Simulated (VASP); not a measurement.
An input for Quantum ESPRESSO's pw.x (written as the equivalent of a VASP run, and not itself run):

```
&CONTROL
  calculation = 'scf'
  pseudo_dir = './pseudo'
  outdir = './out'
  tprnfor = .true.
  tstress = .true.
/
&SYSTEM
  ibrav = 0
  nat = 2
  ntyp = 2
  ecutwfc = 92
  occupations = 'tetrahedra'
  input_dft = 'vdw-df2-b86r'
/
&ELECTRONS
  conv_thr = 7.3e-09
  electron_maxstep = 100
/
ATOMIC_SPECIES
  Cu 63.546 Cu.upf
  I 126.904 I.upf
CELL_PARAMETERS angstrom
     0.0000000    3.0136826    3.0136826
     3.0136826    0.0000000    3.0136826
     3.0136826    3.0136826    0.0000000
ATOMIC_POSITIONS crystal
  Cu   1.0000000  0.0000000  0.0000000
  I    0.2500000  0.2500000  0.2500000
K_POINTS automatic
  9 9 9 0 0 0
```

Task: Translate this input to VASP (INCAR, KPOINTS, POSCAR, choice of POTCAR).

Result: Several could match; the one computed here: 
### KPOINTS
```
Automatic
0
G
 9 9 9
0 0 0
```

**INCAR**
```
SYSTEM = CuI
PREC = Accurate
ENCUT = 520
EDIFF = 1E-7
NELM = 100
ALGO = Normal
LREAL = .FALSE.
LASPH = .TRUE.
ISMEAR = -5
GGA = MK
PARAM1 = 0.1234568
PARAM2 = 0.7114
ZAB_VDW = -1.8867
LUSE_VDW = .TRUE.
AGGAC = 0.0
LMAXMIX = 4
LWAVE = .FALSE.
LCHARG = .TRUE.
LORBIT = 11
NEDOS = 601
ISIF = 2
```

POSCAR:
```
CuI
1
    0.0000000000     3.0136826342     3.0136826342
    3.0136826342     0.0000000000     3.0136826342
    3.0136826342     3.0136826342     0.0000000000
Cu I
1 1
Direct
  1.0000000000   0.0000000000   0.0000000000
  0.2500000000   0.2500000000   0.2500000000
```

POTCAR, in this order: Cu I (PBE.64 set). Program: vasp_std.

The two are equivalent in intent, not identical: the potentials are each code's own (VASP's PAW set, PseudoDojo norm-conserving files in pw.x), so ENCUT and ecutwfc are chosen apart and not converted; conv_thr bounds pw.x's estimated SCF error, while EDIFF bounds the energy change between steps.

The compound is CuI in the zinc blende structure. It was relaxed first.
